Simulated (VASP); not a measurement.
An input for Quantum ESPRESSO's pw.x (written as the equivalent of a VASP run, and not itself run):

```
&CONTROL
  calculation = 'scf'
  pseudo_dir = './pseudo'
  outdir = './out'
  tprnfor = .true.
  tstress = .true.
/
&SYSTEM
  ibrav = 0
  nat = 1
  ntyp = 1
  ecutwfc = 80
  occupations = 'tetrahedra'
  input_dft = 'pbe'
  vdw_corr = 'grimme-d3'
  dftd3_version = 3
  dftd3_threebody = .false.
/
&ELECTRONS
  conv_thr = 7.3e-09
  electron_maxstep = 100
/
ATOMIC_SPECIES
  Mo 95.950 Mo.upf
CELL_PARAMETERS angstrom
    -1.5680424    1.5680424    1.5680424
     1.5680424   -1.5680424    1.5680424
     1.5680424    1.5680424   -1.5680424
ATOMIC_POSITIONS crystal
  Mo   0.0000000  0.0000000  0.0000000
K_POINTS automatic
  18 18 18 0 0 0
```

Q: Write the VASP files for the same calculation (PBE-D3 (zero damping)).

A: This is not unique; one that fits is 
**INCAR**
```
ALGO  =  Normal
EDIFF  =  1E-7
ENCUT  =  520
GGA  =  PE
ISIF  =  2
ISMEAR  =  -5
IVDW  =  11
LASPH  =  .TRUE.
LCHARG  =  .TRUE.
LMAXMIX  =  4
LORBIT  =  11
LREAL  =  .FALSE.
LWAVE  =  .FALSE.
NEDOS  =  601
NELM  =  100
PREC  =  Accurate
SYSTEM  =  Mo
```

File KPOINTS:
```
Regular mesh
0
G
  18 18 18
0 0 0
```

File POSCAR:
```
Mo
1
   -1.5680424475     1.5680424475     1.5680424475
    1.5680424475    -1.5680424475     1.5680424475
    1.5680424475     1.5680424475    -1.5680424475
Mo
1
Direct
  0.0000000000   0.0000000000   0.0000000000
```

POTCAR, in this order: Mo_sv (PBE.64 set). Program: vasp_std.

Limits of the translation: the potentials are each code's own (VASP's PAW set, PseudoDojo norm-conserving files in pw.x), so ENCUT and ecutwfc are chosen apart and not converted; conv_thr bounds pw.x's estimated SCF error, while EDIFF bounds the energy change between steps.

The compound is Mo in the bcc structure. It was relaxed first.
